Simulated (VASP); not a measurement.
Input for VASP

### KPOINTS
```
Automatic mesh
0
Gamma
6 6 4
0 0 0
```

File POSCAR:
```
PbO
1
    3.9966200810     0.0000000000     0.0000000000
    0.0000000000     3.9966200810     0.0000000000
    0.0000000000     0.0000000000     5.2615356175
Pb O
2 2
Direct
  0.5000000000   0.0000000000   0.7737347252
  0.0000000000   0.5000000000   0.2262652748
  0.5000000000   0.5000000000   0.0000000000
  0.0000000000   0.0000000000   0.0000000000
```

**INCAR**
```
# general
SYSTEM =PbO
PREC   =Accurate
ENCUT  =600
LREAL  =F
LASPH  =T

# electronic loop
EDIFF  =1E-7
NELM   =100
ALGO   =Normal
LMAXMIX=4
LMIXTAU=T

# smearing
ISMEAR =0
SIGMA  =0.05

# functional
METAGGA=R2SCAN

# ions
ISIF   =2

# output
LWAVE  =F
LCHARG =F
```

POTCAR, in this order: Pb_d O (PBE.64 set). Program: vasp_std.

Q: Write an equivalent input for Ansatz.

A: One equivalent input (not run):
Ansatz 0.2 input:
```yaml
crystal:
  lattice:
    - [3.9966201, 0.0000000, 0.0000000]
    - [0.0000000, 3.9966201, 0.0000000]
    - [0.0000000, 0.0000000, 5.2615356]
  atoms:
    - { symbol: Pb, position: [0.5000000, 0.0000000, 0.7737347] }
    - { symbol: Pb, position: [0.0000000, 0.5000000, 0.2262653] }
    - { symbol: O, position: [0.5000000, 0.5000000, 0.0000000] }
    - { symbol: O, position: [0.0000000, 0.0000000, 0.0000000] }
kpoints:
  mp_grid: { grid: [6, 6, 4] }
hamiltonian:
  xc: r2scan
  pseudopotentials: { kind: paw }
scf:
  occupations: { method: gaussian, width: 0.05 }
  max_iter: 100
output: { forces: true, stress: true, eigenvalues: true }
```
Limits of the translation: each code has its own PAW files, so the cut-off isn't converted (ENCUT is set for VASP's; basis.ecutwfc is left out, and Ansatz then takes the one that its files recommend); Ansatz stops its SCF on the density residual and VASP on the energy change (EDIFF).

The compound is PbO in the litharge structure. It was relaxed first, which changed the volume by +6 %.
